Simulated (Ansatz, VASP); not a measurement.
## Pd3Cl in VASP and in Ansatz

```
Pd Cl
1.0
     2.78759    0.00000    0.00000
    -1.39380    2.41413    0.00000
     0.00000    0.00000   20.05212
Pd Cl
3 1
Cartesian
  1.3938 0.8047 4.0000
  0.0000 1.6094 6.2761
  0.0000 0.0000 8.5521
  -0.6969 1.2071 10.6998
```

Alike in both runs: functional PBE; k mesh 12 × 12 × 1; occupations gaussian, width 0.1 eV; no spin polarisation.

Ansatz relaxed the structure, and its values are those at the end. VASP's run is a single point on that final structure, the one shown.

|  | VASP | Ansatz |
| --- | --- | --- |
| version | VASP 6.6.1 | Ansatz 0.2.0 |
| potentials or method | VASP PAW PBE potentials, release 64 (Pd, Cl) | scalar-relativistic, plane waves, PAW |
| plane-wave cutoff (eV) | 520 | 420 |
| valence electrons in the cell | 37 | 61 |

|  | VASP | Ansatz | Ansatz less VASP |
| --- | --- | --- | --- |
| gap on the k mesh at the Fermi level (eV) | none | none | - |
| rms of the force components (eV/Å) | 0.075 | 0.076 | +0.0008 |

A gap of «none» marks a metal or a gap that the smearing closes. The two sets of potentials don't hold the same shells in valence.

Caveats: an odd number of electrons without spin polarisation forces a metal; a magnetic or distorted state may lie lower.
